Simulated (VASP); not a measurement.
An input for Ansatz (written as the equivalent of a VASP run, and not itself run):

Ansatz 0.2 input:
```yaml
crystal:
  lattice:
    - [3.2479963, 0.0000000, 0.0000000]
    - [0.0000000, 3.2479963, 0.0000000]
    - [0.0000000, 0.0000000, 3.2479963]
  atoms:
    - { symbol: Hf, position: [0.0000000, 0.0000000, 0.0000000] }
    - { symbol: Si, position: [0.5000000, 0.5000000, 0.5000000] }
kpoints:
  mp_grid: { grid: [10, 10, 10] }
hamiltonian:
  xc: pbesol
  pseudopotentials: { kind: paw }
scf:
  occupations: { method: methfessel_paxton, width: 0.1 }
  max_iter: 100
relax:
  max_steps: 60
  f_tol: 0.01
  cell: {}
output: { forces: true, stress: true, eigenvalues: true }
```

Q: Translate this input to VASP (INCAR, KPOINTS, POSCAR, choice of POTCAR).

A: This is not unique; one that fits is 
### KPOINTS
```
Automatic
0
gamma
10 10 10
```

INCAR:
```
SYSTEM = HfSi
PREC = Accurate
ENCUT = 400
EDIFF = 1E-6
NELM = 100
ALGO = Normal
LREAL = .FALSE.
LASPH = .TRUE.
ISMEAR = 1
SIGMA = 0.1
GGA = PS
LMAXMIX = 6
LWAVE = .FALSE.
LCHARG = .FALSE.
IBRION = 2
ISIF = 3
NSW = 60
EDIFFG = -0.01
```

File POSCAR:
```
HfSi
1.0
  3.2479963136   0.0000000000   0.0000000000
  0.0000000000   3.2479963136   0.0000000000
  0.0000000000   0.0000000000   3.2479963136
Hf Si
1 1
direct
  0.0000000000   0.0000000000   0.0000000000
  0.5000000000   0.5000000000   0.5000000000
```

POTCAR, in this order: Hf_pv Si (PBE.64 set). Program: vasp_std.

Limits of the translation: each code has its own PAW files, so the cut-off isn't converted (ENCUT is set for VASP's; basis.ecutwfc is left out, and Ansatz then takes the one that its files recommend); Ansatz stops its SCF on the density residual and VASP on the energy change (EDIFF).

The structure was generated: HfSi was put into the CsCl type type (Pm-3m), which need not be its known phase. This run relaxes it. Symmetry was kept, so distortions that lower it aren't found. The start is the result of an earlier pass.
